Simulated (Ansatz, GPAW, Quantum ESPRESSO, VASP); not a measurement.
# One structure in several programs: MgH2 (P4_2/mnm, 6 atoms in the cell)

Self-consistent single point.

```
CELL_PARAMETERS angstrom
      4.52000     0.00000     0.00000
      0.00000     4.52000     0.00000
      0.00000     0.00000     3.02000
ATOMIC_POSITIONS crystal
  Mg 0.00000 0.00000 0.00000
  Mg 0.50000 0.50000 0.50000
  H  0.30400 0.30400 0.00000
  H  0.80400 0.19600 0.50000
  H  0.19600 0.80400 0.50000
  H  0.69600 0.69600 0.00000
```

Shared settings, as Ansatz (a first-principles code) writes them: kpoints.mp_grid.grid = 2 2 3; scf.occupations.method = fermi_dirac; scf.occupations.width = 0.01 eV. Potentials and cutoffs stand in the table.

| code | model | pressure (GPa) | largest force (eV/Å) | gap on the mesh (eV) | cutoff |
|---|---|---|---|---|---|
| VASP | PBE, VASP's PBE PAW potentials (set 64) | -1.53 | 0.024 | – | 300 eV |
| Quantum ESPRESSO | PBE, GBRV 1.5 ultrasoft (PBE) pseudopotentials | 0.11 | 0.027 | 5.146 | 40 Ry |
| Ansatz | PBE, default PAW files | 0.00 | 0.028 | 5.145 | default |
| GPAW | PBE, GPAW PAW datasets PBE (gpaw-data 1.0.1) | 0.06 | 0.028 | 5.149 | 850 eV |

A dash marks a value that a program does not give, or that is left out as unsure.

No gap is tabulated for VASP: it is not read from that output, or partly filled or unconverged empty levels leave it unsure.

Gaps are read on the mesh. Another mesh or the band path gives a smaller gap, so these values are not converged in the mesh.

The spread over the programs that give each value: pressure within 1.64 GPa; largest force within 0.004 eV/Å; gap on the mesh within 0.004 eV.

Ansatz's pressure is given at a fixed set of plane waves, as the other plane-wave codes print theirs; with its correction for the finite basis it is 0.12 GPa. In the pressure, VASP (by 1.56) lies more than 1 GPa from the median of the plane-wave programs.

On the base mesh (5 5 7) the same programs gave: Quantum ESPRESSO pressure -0.23 GPa, gap on the mesh 3.928 eV; Ansatz pressure -0.33 GPa, gap on the mesh 3.932 eV; GPAW pressure -0.28 GPa, gap on the mesh 3.934 eV; VASP pressure -1.85 GPa.

The values differ from the base mesh's, so the mesh still matters here: the table compares the programs at equal settings.

VASP's run is marked for a possible Pulay error in its stress at this cutoff; no cutoff test was made.

The starting cell has typed, rounded lattice constants, without a prior relaxation at this level.

Left out of this page: ABINIT, FLEUR and SIESTA (not drawn, or without a comparable value); CP2K (on another mesh).

Keys are those of Ansatz 0.2.
